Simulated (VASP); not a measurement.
All values below come from PBE GGA, VASP's PBE PAW potentials (set 64) (plane waves; VASP 6.6.1).

A VASP calculation is set up with these files.

### INCAR
```
LMAXMIX  =  4
IBRION  =  2   # conjugate gradients
LASPH  =  .True.   # aspherical one-centre terms
EDIFFG  =  -0.03
LCHARG  =  .False.
ENCUT  =  400   # plane-wave cut-off (eV)
NELMIN  =  4
NSW  =  70   # most ionic steps
ISMEAR  =  0   # Gaussian
SIGMA  =  0.05   # width (eV)
ISIF  =  2   # forces and stress, cell fixed
LWAVE  =  .False.
LREAL  =  Auto   # projection in real space or not
ALGO  =  Fast   # Davidson, then RMM-DIIS
NELM  =  100   # most electronic steps
GGA  =  PE
ISYM  =  0
EDIFF  =  1E-5   # SCF stop (eV)
SYSTEM  =  Ga31As31Si
PREC  =  Normal
```

File KPOINTS:
```
Automatic mesh
0
G
 1 1 1
0 0 0
```

POSCAR:
```
Ga31As31Si
1.0
 11.5222104212   0.0000000000   0.0000000000
  0.0000000000  11.5222104212   0.0000000000
  0.0000000000   0.0000000000  11.5222104212
Ga As Si
31 31 1
Cart
  5.7611052106   0.0000000000   0.0000000000
  8.6416578159   2.8805526053   0.0000000000
  8.6416578159   0.0000000000   2.8805526053
  0.0000000000   0.0000000000   0.0000000000
  2.8805526053   2.8805526053   0.0000000000
  5.7611052106   5.7611052106   0.0000000000
  8.6416578159   8.6416578159   0.0000000000
  2.8805526053   0.0000000000   2.8805526053
  5.7850944527   2.9257888034   2.8474492948
  8.6123337904   5.7236349823   2.8508483468
  5.7611052106   0.0000000000   5.7611052106
  8.6455638452   2.8418379783   5.7257205024
  8.6416578159   0.0000000000   8.6416578159
  0.0000000000   5.7611052106   0.0000000000
  2.8805526053   8.6416578159   0.0000000000
  0.0000000000   2.8805526053   2.8805526053
  2.8805526053   5.7611052106   2.8805526053
  5.7611052106   8.6416578159   2.8805526053
  0.0000000000   0.0000000000   5.7611052106
  2.8805526053   2.8805526053   5.7611052106
  8.6416578159   8.6416578159   5.7611052106
  2.8805526053   0.0000000000   8.6416578159
  5.7611052106   2.8805526053   8.6416578159
  8.6416578159   5.7611052106   8.6416578159
  0.0000000000   8.6416578159   2.8805526053
  0.0000000000   5.7611052106   5.7611052106
  2.8805526053   8.6416578159   5.7611052106
  0.0000000000   2.8805526053   8.6416578159
  2.8805526053   5.7611052106   8.6416578159
  5.7611052106   8.6416578159   8.6416578159
  0.0000000000   8.6416578159   8.6416578159
  7.2013815133   1.4402763027   1.4402763027
 10.0819341186   4.3208289080   1.4402763027
 10.0819341186   1.4402763027   4.3208289080
  1.4402763027   1.4402763027   1.4402763027
  4.3208289080   4.3208289080   1.4402763027
  7.2013815133   7.2013815133   1.4402763027
 10.0819341186  10.0819341186   1.4402763027
  4.3208289080   1.4402763027   4.3208289080
 10.0819341186   7.2013815133   4.3208289080
  7.2013815133   1.4402763027   7.2013815133
 10.0819341186   4.3208289080   7.2013815133
 10.0819341186   1.4402763027  10.0819341186
  1.4402763027   7.2013815133   1.4402763027
  4.3208289080  10.0819341186   1.4402763027
  1.4402763027   4.3208289080   4.3208289080
  4.3208289080   7.2013815133   4.3208289080
  7.2013815133  10.0819341186   4.3208289080
  1.4402763027   1.4402763027   7.2013815133
  4.3208289080   4.3208289080   7.2013815133
  7.2013815133   7.2013815133   7.2013815133
 10.0819341186  10.0819341186   7.2013815133
  4.3208289080   1.4402763027  10.0819341186
  7.2013815133   4.3208289080  10.0819341186
 10.0819341186   7.2013815133  10.0819341186
  1.4402763027  10.0819341186   4.3208289080
  1.4402763027   7.2013815133   7.2013815133
  4.3208289080  10.0819341186   7.2013815133
  1.4402763027   4.3208289080  10.0819341186
  4.3208289080   7.2013815133  10.0819341186
  7.2013815133  10.0819341186  10.0819341186
  1.4402763027  10.0819341186  10.0819341186
  5.7498134444   5.8024238572   5.7846450865
```

POTCAR, in this order: Ga As Si (PBE.64 set). Program: vasp_gam.

Output of the run:

### OSZICAR
```
...
RMM:   6    -0.254652551117E+03   -0.13447E-05   -0.41167E-05   226   0.113E-02
  12 F= -.25465255E+03 E0= -.25465255E+03  d E =-.157534E-01
       N       E                     dE             d eps       ncg     rms          rms(c)
DAV:   1    -0.254656122140E+03   -0.35724E-02   -0.53677E-01   328   0.133E+00    0.219E-01
RMM:   2    -0.254658368166E+03   -0.22460E-02   -0.28680E-02   316   0.310E-01    0.807E-02
RMM:   3    -0.254658899101E+03   -0.53094E-03   -0.51177E-03   338   0.127E-01    0.544E-02
RMM:   4    -0.254658926727E+03   -0.27625E-04   -0.62452E-04   319   0.486E-02    0.215E-02
RMM:   5    -0.254658947029E+03   -0.20302E-04   -0.15994E-04   321   0.236E-02    0.102E-02
RMM:   6    -0.254658948137E+03   -0.11079E-05   -0.36580E-05   220   0.106E-02
  13 F= -.25465895E+03 E0= -.25465895E+03  d E =-.221505E-01
       N       E                     dE             d eps       ncg     rms          rms(c)
DAV:   1    -0.254658989031E+03   -0.42002E-04   -0.32913E-02   360   0.328E-01    0.547E-02
RMM:   2    -0.254659133110E+03   -0.14408E-03   -0.17883E-03   316   0.776E-02    0.200E-02
RMM:   3    -0.254659168442E+03   -0.35333E-04   -0.32605E-04   340   0.320E-02    0.138E-02
RMM:   4    -0.254659170673E+03   -0.22308E-05   -0.38656E-05   220   0.122E-02
  14 F= -.25465917E+03 E0= -.25465917E+03  d E =-.223730E-01
       N       E                     dE             d eps       ncg     rms          rms(c)
DAV:   1    -0.254664285531E+03   -0.51171E-02   -0.71370E-01   328   0.150E+00    0.229E-01
RMM:   2    -0.254667036496E+03   -0.27510E-02   -0.32166E-02   316   0.335E-01    0.901E-02
RMM:   3    -0.254667558787E+03   -0.52229E-03   -0.51270E-03   327   0.138E-01    0.616E-02
RMM:   4    -0.254667600418E+03   -0.41631E-04   -0.75922E-04   319   0.555E-02    0.254E-02
RMM:   5    -0.254667625482E+03   -0.25064E-04   -0.20539E-04   340   0.265E-02    0.138E-02
RMM:   6    -0.254667628217E+03   -0.27356E-05   -0.44488E-05   239   0.121E-02
  15 F= -.25466763E+03 E0= -.25466763E+03  d E =-.845754E-02
       N       E                     dE             d eps       ncg     rms          rms(c)
DAV:   1    -0.254667767353E+03   -0.14187E-03   -0.21740E-01   344   0.829E-01    0.126E-01
RMM:   2    -0.254668618886E+03   -0.85153E-03   -0.98510E-03   316   0.186E-01    0.495E-02
RMM:   3    -0.254668783137E+03   -0.16425E-03   -0.15877E-03   329   0.765E-02    0.341E-02
RMM:   4    -0.254668796595E+03   -0.13458E-04   -0.23304E-04   319   0.307E-02    0.139E-02
RMM:   5    -0.254668804403E+03   -0.78072E-05   -0.60932E-05   259   0.147E-02
  16 F= -.25466880E+03 E0= -.25466880E+03  d E =-.963373E-02
       N       E                     dE             d eps       ncg     rms          rms(c)
DAV:   1    -0.254674349641E+03   -0.55530E-02   -0.53211E-01   328   0.133E+00    0.224E-01
RMM:   2    -0.254676569960E+03   -0.22203E-02   -0.27109E-02   316   0.312E-01    0.806E-02
RMM:   3    -0.254677051290E+03   -0.48133E-03   -0.48347E-03   338   0.130E-01    0.559E-02
RMM:   4    -0.254677084936E+03   -0.33646E-04   -0.62299E-04   323   0.502E-02    0.270E-02
RMM:   5    -0.254677101195E+03   -0.16260E-04   -0.14696E-04   316   0.248E-02    0.105E-02
RMM:   6    -0.254677102989E+03   -0.17941E-05   -0.39920E-05   228   0.120E-02
  17 F= -.25467710E+03 E0= -.25467710E+03  d E =-.829859E-02
       N       E                     dE             d eps       ncg     rms          rms(c)
DAV:   1    -0.254677437325E+03   -0.33613E-03   -0.40943E-02   352   0.370E-01    0.615E-02
RMM:   2    -0.254677616005E+03   -0.17868E-03   -0.21161E-03   316   0.875E-02    0.223E-02
RMM:   3    -0.254677654119E+03   -0.38114E-04   -0.37446E-04   337   0.365E-02    0.158E-02
RMM:   4    -0.254677657121E+03   -0.30018E-05   -0.50459E-05   236   0.143E-02
  18 F= -.25467766E+03 E0= -.25467766E+03  d E =-.885272E-02
       N       E                     dE             d eps       ncg     rms          rms(c)
DAV:   1    -0.254680387435E+03   -0.27333E-02   -0.25470E-01   328   0.918E-01    0.151E-01
RMM:   2    -0.254681391580E+03   -0.10041E-02   -0.11930E-02   316   0.207E-01    0.562E-02
RMM:   3    -0.254681620657E+03   -0.22908E-03   -0.22045E-03   339   0.879E-02    0.395E-02
RMM:   4    -0.254681638998E+03   -0.18341E-04   -0.29962E-04   323   0.347E-02    0.191E-02
RMM:   5    -0.254681646431E+03   -0.74331E-05   -0.70660E-05   276   0.171E-02
  19 F= -.25468165E+03 E0= -.25468165E+03  d E =-.398931E-02
       N       E                     dE             d eps       ncg     rms          rms(c)
DAV:   1    -0.254681803628E+03   -0.16463E-03   -0.27877E-02   352   0.304E-01    0.497E-02
RMM:   2    -0.254681922291E+03   -0.11866E-03   -0.13732E-03   316   0.703E-02    0.189E-02
RMM:   3    -0.254681949818E+03   -0.27527E-04   -0.25551E-04   334   0.301E-02    0.141E-02
RMM:   4    -0.254681952167E+03   -0.23492E-05   -0.35119E-05   217   0.121E-02
  20 F= -.25468195E+03 E0= -.25468195E+03  d E =-.429505E-02
       N       E                     dE             d eps       ncg     rms          rms(c)
DAV:   1    -0.254683605987E+03   -0.16562E-02   -0.21032E-01   328   0.828E-01    0.135E-01
RMM:   2    -0.254684471142E+03   -0.86515E-03   -0.10142E-02   316   0.187E-01    0.492E-02
RMM:   3    -0.254684677407E+03   -0.20627E-03   -0.19608E-03   339   0.812E-02    0.373E-02
RMM:   4    -0.254684692402E+03   -0.14995E-04   -0.25246E-04   326   0.315E-02    0.210E-02
RMM:   5    -0.254684697074E+03   -0.46724E-05   -0.65822E-05   271   0.166E-02
  21 F= -.25468470E+03 E0= -.25468470E+03  d E =-.274491E-02
       N       E                     dE             d eps       ncg     rms          rms(c)
DAV:   1    -0.254684752077E+03   -0.59675E-04   -0.60350E-02   328   0.444E-01    0.724E-02
RMM:   2    -0.254685009227E+03   -0.25715E-03   -0.30047E-03   316   0.102E-01    0.267E-02
RMM:   3    -0.254685071159E+03   -0.61932E-04   -0.57738E-04   339   0.445E-02    0.203E-02
RMM:   4    -0.254685076415E+03   -0.52557E-05   -0.80571E-05   257   0.178E-02
  22 F= -.25468508E+03 E0= -.25468508E+03  d E =-.312425E-02
       N       E                     dE             d eps       ncg     rms          rms(c)
DAV:   1    -0.254685039421E+03    0.31738E-04   -0.26069E-01   316   0.923E-01    0.156E-01
RMM:   2    -0.254686203202E+03   -0.11638E-02   -0.13754E-02   316   0.215E-01    0.538E-02
RMM:   3    -0.254686464422E+03   -0.26122E-03   -0.25359E-03   333   0.937E-02    0.397E-02
RMM:   4    -0.254686485175E+03   -0.20752E-04   -0.36872E-04   325   0.373E-02    0.241E-02
RMM:   5    -0.254686488977E+03   -0.38019E-05   -0.77704E-05   281   0.180E-02
  23 F= -.25468649E+03 E0= -.25468649E+03  d E =-.141256E-02
       N       E                     dE             d eps       ncg     rms          rms(c)
DAV:   1    -0.254686490639E+03   -0.54644E-05   -0.38674E-05   304   0.121E-02    0.538E-03
RMM:   2    -0.254686491034E+03   -0.39487E-06   -0.47865E-06   175   0.422E-03    0.344E-03
RMM:   3    -0.254686491079E+03   -0.44856E-07   -0.51773E-07    94   0.190E-03    0.159E-03
RMM:   4    -0.254686491056E+03    0.23016E-07   -0.75697E-08    54   0.149E-03
  24 F= -.25468649E+03 E0= -.25468649E+03  d E =-.141464E-02
       N       E                     dE             d eps       ncg     rms          rms(c)
DAV:   1    -0.254686666979E+03   -0.17590E-03   -0.64464E-02   316   0.476E-01    0.867E-02
RMM:   2    -0.254687020722E+03   -0.35374E-03   -0.41962E-03   316   0.118E-01    0.268E-02
RMM:   3    -0.254687086560E+03   -0.65838E-04   -0.69198E-04   329   0.489E-02    0.178E-02
RMM:   4    -0.254687089466E+03   -0.29062E-05   -0.98009E-05   300   0.195E-02
  25 F= -.25468709E+03 E0= -.25468709E+03  d E =-.598410E-03
```

OUTCAR:
```
------------------------ aborting loop because EDIFF is reached ----------------------------------------
  FORCE on cell =-STRESS in cart. coord.  units (eV):
  Direction    XX          YY          ZZ          XY          YZ          ZX
  --------------------------------------------------------------------------------------
  Total       15.6381511     15.6367910     15.6201746     -0.1898951      0.1883944     -0.1976533
  in kB       16.3790452     16.3776207     16.3602170     -0.1988918      0.1973201     -0.2070176
  external PRESSURE =      16.3722943 kB  Pullay stress =       0.0000000 kB
  volume of cell :     1529.70
      direct lattice vectors                 reciprocal lattice vectors
    11.522210421  0.000000000  0.000000000     0.086788903  0.000000000  0.000000000
     0.000000000 11.522210421  0.000000000     0.000000000  0.086788903  0.000000000
     0.000000000  0.000000000 11.522210421     0.000000000  0.000000000  0.086788903
  FREE ENERGIE OF THE ION-ELECTRON SYSTEM (eV)
  ---------------------------------------------------
  free  energy   TOTEN  =      -254.6870894664 eV

  energy  without entropy=     -254.6870894664  energy(sigma->0) =     -254.68708947

 reached required accuracy - stopping structural energy minimisation
```
(Selected blocks of OUTCAR.)

File CONTCAR:
```
Ga31As31Si
   1.00000000000000
    11.5222104212000005    0.0000000000000000    0.0000000000000000
     0.0000000000000000   11.5222104212000005    0.0000000000000000
     0.0000000000000000    0.0000000000000000   11.5222104212000005
  Ga              As              Si
    31    31     1
Direct
     0.4970771716244055    0.0000480894427097    0.9999077019180850
     0.7496871140447388    0.2502986040684694    0.9969382788246230
     0.7496691684864538    0.9967760337859016    0.2503650978306805
     0.0007968837458936    0.9992089414169343    0.9990257200189078
     0.2491024551922981    0.2489298864289629    0.9999442036734103
     0.5009598049239287    0.4988277990075210    0.9973572726546630
     0.7509813200072053    0.7509881278583179    0.9999231327987540
     0.2490172591334489    0.0001098239714148    0.2488199058792373
     0.4823482551783274    0.2328046126940222    0.2327409750262173
     0.7668540153091785    0.5179583562449518    0.2325390242231648
     0.5010634836706374    0.9976587333080855    0.4989744096230875
     0.7675004165619685    0.2327672471081800    0.5177517917195142
     0.7510724364073977    0.0000959114327918    0.7509726164353941
     0.9998670171588002    0.5029210935842743    0.9999431846961774
     0.2487279761935074    0.7513143373796951    0.0015605229970104
     0.0032780178530391    0.2502931496239147    0.2503207065646641
     0.2505916409694487    0.5008543917458643    0.2536823658403077
     0.4989283049041355    0.7493720277666065    0.2538514040019578
     0.0000361969718860    0.9999546720348218    0.5028617932653816
     0.2508308063895095    0.2539411472037506    0.5009014150379402
     0.7460393363964521    0.7492467752201709    0.5008946176424166
     0.2486525427540665    0.0017407139237567    0.7511788800254400
     0.4991100467937376    0.2539877071927376    0.7490930064144706
     0.7459803619322755    0.5009794842031294    0.7491224310534993
     0.9999091063796219    0.7510068900552235    0.2487542128694192
     0.0023439614389754    0.4990731340270633    0.4988014556646924
     0.2498259927608303    0.7502353512631890    0.5050549064518020
     0.9999421369360858    0.2490375800307385    0.7510015623341312
     0.2496671985857374    0.5051872412025540    0.7500574636800945
     0.4947463930928416    0.7502388050316252    0.7501140585573048
     0.9982183732896660    0.7512729450369378    0.7512645060528083
     0.6283030381799906    0.1242523898306232    0.1243482492359145
     0.8755760423054261    0.3718705233176136    0.1243918104584630
     0.8757364653120590    0.1242946086854114    0.3717061389631136
     0.1250404041851716    0.1245234667339600    0.1243790778633852
     0.3740127362333716    0.3778780107358389    0.1242868252761165
     0.6216758985485130    0.6261035078132716    0.1241389015723998
     0.8754854704062139    0.8749724328118873    0.1243727846175124
     0.3739745445447953    0.1243675035601692    0.3779024606516366
     0.8755419993079655    0.6260468476888159    0.3776903024587142
     0.6220808497823291    0.1244079740880075    0.6259223199432145
     0.8757242731985011    0.3781272808812691    0.6259673645071314
     0.8754781030452374    0.1246065142348198    0.8749217653851045
     0.1256769635456235    0.6253867227617248    0.1268852703892798
     0.3745913381792906    0.8743534700943736    0.1269106430422252
     0.1257117723546410    0.3749056735767614    0.3749064923995835
     0.3783650373340332    0.6214659193154125    0.3832807248705505
     0.6250379231068620    0.8742186114707599    0.3749107839599722
     0.1256664324684965    0.1271354751570116    0.6253254328621458
     0.3785105062398668    0.3835646496353651    0.6213310728508350
     0.6164288202793061    0.6214659338580971    0.6213228154234768
     0.8729188121407478    0.8743208413965869    0.6253246075345417
     0.3746436007509554    0.1271062301253063    0.8741064803901515
     0.6250636315220807    0.3749084351027778    0.8741963493620264
     0.8728521089930829    0.6253158559779270    0.8741784328622438
     0.1255925825664407    0.8744329233657844    0.3756645562072489
     0.1231924098229121    0.6257988007587169    0.6255951571890532
     0.3742617214424028    0.8768750493415725    0.6256707206327637
     0.1255934960860344    0.3758286348594202    0.8744429612686132
     0.3742746881393330    0.6256780955226039    0.8766303844182085
     0.6241727534226514    0.8744423978621478    0.8743391120380650
     0.1250864828513829    0.8749211968461404    0.8747856811901952
     0.5047998986177855    0.4951944092955010    0.4949666964008589
```

File OUTCAR:
```
 val. band max:        2.5099783871   @ k =   0.0000   0.0000   0.0000

 cond. band min:       3.0101371413   @ k =   0.0000   0.0000   0.0000


 Fermi energy:         2.7733341334

 k-point     1 :       0.0000    0.0000    0.0000
  band No.  band energies     occupation
      1     -10.0501      2.00000
      2      -9.4100      2.00000
      3      -9.2717      2.00000
      4      -9.2709      2.00000
      5      -9.2433      2.00000
      6      -9.2431      2.00000
      7      -9.1373      2.00000
      8      -8.8349      2.00000
      9      -8.7106      2.00000
     10      -8.7098      2.00000
     11      -8.6817      2.00000
     12      -8.6807      2.00000
     13      -8.6679      2.00000
     14      -8.6518      2.00000
     15      -8.6423      2.00000
     16      -8.6419      2.00000
     17      -8.6148      2.00000
     18      -8.6145      2.00000
     19      -8.5413      2.00000
     20      -8.5410      2.00000
     21      -8.5307      2.00000
     22      -8.5102      2.00000
     23      -8.2276      2.00000
     24      -7.9722      2.00000
     25      -7.9715      2.00000
     26      -7.8945      2.00000
     27      -7.8936      2.00000
     28      -7.8686      2.00000
     29      -7.8298      2.00000
     30      -7.8296      2.00000
     31      -7.8239      2.00000
     32      -4.7662      2.00000
     33      -4.3080      2.00000
     34      -4.2674      2.00000
     35      -4.2669      2.00000
     36      -4.1774      2.00000
     37      -4.1128      2.00000
     38      -4.1119      2.00000
     39      -4.0917      2.00000
     40      -4.0914      2.00000
     41      -4.0896      2.00000
     42      -4.0352      2.00000
     43      -3.9425      2.00000
     44      -3.9419      2.00000
     45      -3.6216      2.00000
     46      -3.2950      2.00000
     47      -3.2946      2.00000
     48      -3.2488      2.00000
     49      -3.2269      2.00000
     50      -3.2267      2.00000
     51      -3.1890      2.00000
...
```

The supercell is sampled at Γ alone, which is coarse: total energies, pressure and levels can be off, energies of defects by several tenths of an eV.

The cell is a supercell with a defect, built from GaAs (zinc blende): Si_Ga-vac_As. The run is not spin-polarised, so no state with unpaired spins was tried.
